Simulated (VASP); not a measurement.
```
Rh
1.0
    0.00000     1.92196     1.92196
    1.92196     0.00000     1.92196
    1.92196     1.92196     0.00000
Rh
1
Direct
  0.00000   0.00000   0.00000
```

Method: rev-vdW-DF2, VASP's PBE PAW potentials (set 64) (plane waves; VASP). Settings: 520 eV cut-off, 16×16×16 Γ-centred mesh, first-order Methfessel-Paxton smearing of 0.10 eV, potentials Rh_pv.

Q: Give the stress tensor in GPa (positive for a compressed cell).

A: 
```
-7.45   0.00   0.00
 0.00  -7.45   0.00
 0.00   0.00  -7.45
```
The pressure is its mean diagonal, -7.45 GPa.

The compound is Rh in the fcc structure. This cell is one point of a volume scan, at 1.03 of the reference volume.
